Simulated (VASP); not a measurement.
All values below come from PBEsol GGA, VASP's PBE PAW potentials (set 64) (plane waves; VASP 6.6.1).

VASP input:

**POSCAR**
```
PbO
1.0
  0.0000000000   2.4944350755   2.4944350755
  2.4944350755   0.0000000000   2.4944350755
  2.4944350755   2.4944350755   0.0000000000
Pb O
1 1
Cart
  0.0000000000   0.0000000000   0.0000000000
  1.2472175378   1.2472175378   1.2472175378
```

File KPOINTS:
```
Automatic mesh
0
Gamma
13 13 13
0 0 0
```

INCAR:
```
SYSTEM = PbO
PREC = Accurate
ENCUT = 620
EDIFF = 1E-6
NELM = 100
ALGO = Normal
LREAL = .FALSE.
LASPH = .TRUE.
ISMEAR = 1
SIGMA = 0.1
GGA = PS
LMAXMIX = 4
LWAVE = .FALSE.
LCHARG = .FALSE.
IBRION = 2
ISIF = 3
NSW = 40
EDIFFG = -0.02
PSTRESS = 450
```

POTCAR, in this order: Pb_d O (PBE.64 set). Program: vasp_std.

Output of the run:

File OSZICAR:
```
       N       E                     dE             d eps       ncg     rms          rms(c)
DAV:   1     0.194252103587E+03    0.19425E+03   -0.12093E+04  2372   0.203E+03
DAV:   2     0.424152154169E+01   -0.19001E+03   -0.18394E+03  2556   0.453E+02
DAV:   3    -0.113335637403E+02   -0.15575E+02   -0.15239E+02  2880   0.132E+02
DAV:   4    -0.116740778780E+02   -0.34051E+00   -0.34028E+00  2584   0.207E+01
DAV:   5    -0.116847020827E+02   -0.10624E-01   -0.10624E-01  3186   0.379E+00    0.847E+00
DAV:   6    -0.975613241770E+01    0.19286E+01   -0.11777E+01  3498   0.426E+01    0.333E+00
DAV:   7    -0.967008779610E+01    0.86045E-01   -0.10764E+00  2846   0.103E+01    0.131E+00
DAV:   8    -0.965675139758E+01    0.13336E-01   -0.15547E-01  2502   0.427E+00    0.568E-01
DAV:   9    -0.965279018575E+01    0.39612E-02   -0.14817E-02  3014   0.159E+00    0.165E-01
DAV:  10    -0.965270862404E+01    0.81562E-04   -0.17416E-03  2658   0.436E-01    0.282E-02
DAV:  11    -0.965272092144E+01   -0.12297E-04   -0.14811E-04  3514   0.115E-01    0.180E-02
DAV:  12    -0.965271773902E+01    0.31824E-05   -0.34043E-05  3564   0.949E-02    0.522E-03
DAV:  13    -0.965271700920E+01    0.72982E-06   -0.29499E-06  1990   0.166E-02
   1 F= -.93408111E+00 E0= -.93401323E+00  d E =-.934081E+00
```

### OUTCAR
```
------------------------ aborting loop because EDIFF is reached ----------------------------------------
  FORCE on cell =-STRESS in cart. coord.  units (eV):
  Direction    XX          YY          ZZ          XY          YZ          ZX
  --------------------------------------------------------------------------------------
  Total        8.7011107      8.7011107      8.7011107      0.0000000     -0.0000000      0.0000000
  in kB      449.0954622    449.0954622    449.0954622      0.0000000     -0.0000000      0.0000000
  external PRESSURE =      -0.9045378 kB  Pullay stress =     450.0000000 kB
  volume of cell :       31.04
      direct lattice vectors                 reciprocal lattice vectors
     0.000000000  2.494435076  2.494435076    -0.200446187  0.200446187  0.200446187
     2.494435076  0.000000000  2.494435076     0.200446187 -0.200446187  0.200446187
     2.494435076  2.494435076  0.000000000     0.200446187  0.200446187 -0.200446187
 POSITION                                       TOTAL-FORCE (eV/Angst)
 -----------------------------------------------------------------------------------
      0.00000      0.00000      0.00000        -0.000000     -0.000000     -0.000000
      1.24722      1.24722      1.24722         0.000000      0.000000      0.000000
 -----------------------------------------------------------------------------------
    total drift:                                0.000000      0.000000      0.000000
  FREE ENERGIE OF THE ION-ELECTRON SYSTEM (eV)
  ---------------------------------------------------
  free  energy   TOTEN  =        -9.6527170092 eV

  energy  without entropy=       -9.6525133670  energy(sigma->0) =       -9.65264913
  enthalpy is  TOTEN    =        -0.9340811135 eV   P V=        8.7186358957

 reached required accuracy - stopping structural energy minimisation
```
(Selected blocks of OUTCAR.)

The structure was generated: PbO was put into the zinc blende type (F-43m), which need not be its known phase. It was relaxed first under an external pressure of 45 GPa.
